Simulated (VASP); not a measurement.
```yaml
crystal:
  lattice:
    - [5.87527, 0.00000, 0.00000]
    - [0.00000, 5.87527, 0.00000]
    - [0.00000, 0.00000, 5.87566]
  atoms:
    - { symbol: In, position: [0.00000, 0.00000, 0.00000] }
    - { symbol: In, position: [0.50000, 0.50000, 0.00000] }
    - { symbol: As, position: [0.25000, 0.25000, 0.27096] }
    - { symbol: As, position: [0.75000, 0.75000, 0.27096] }
    - { symbol: As, position: [0.75000, 0.25000, 0.72904] }
    - { symbol: As, position: [0.25000, 0.75000, 0.72904] }
    - { symbol: Al, position: [0.50000, 0.00000, 0.50000] }
    - { symbol: Al, position: [0.00000, 0.50000, 0.50000] }
```

These are PBEsol GGA, VASP's PBE PAW potentials (set 64) (plane waves; VASP 6.6.1) values and carry that method's errors. Settings: 400 eV cut-off, 4×4×4 Γ-centred mesh, tetrahedra with Blöchl corrections, potentials In_d As Al.

The cores are frozen, which limits the accuracy of field gradients.

Q: Give the principal components of the electric field gradient (V/Å²) and the asymmetry η at each nucleus.

A: 
```tsv
atom	Vxx	Vyy	Vzz	η
In1	12.0	12.0	-23.9	0.00
In2	12.0	12.0	-23.9	0.00
As3	19.7	5.6	-25.3	0.56
As4	19.7	5.6	-25.3	0.56
As5	19.7	5.6	-25.3	0.56
As6	19.7	5.6	-25.3	0.56
Al7	-3.0	-3.0	6.0	0.00
Al8	-3.0	-3.0	6.0	0.00
```

The structure was generated: Al2In2As4 was put into an ordered model structure (P-4m2), which need not be its known phase. It was relaxed first.
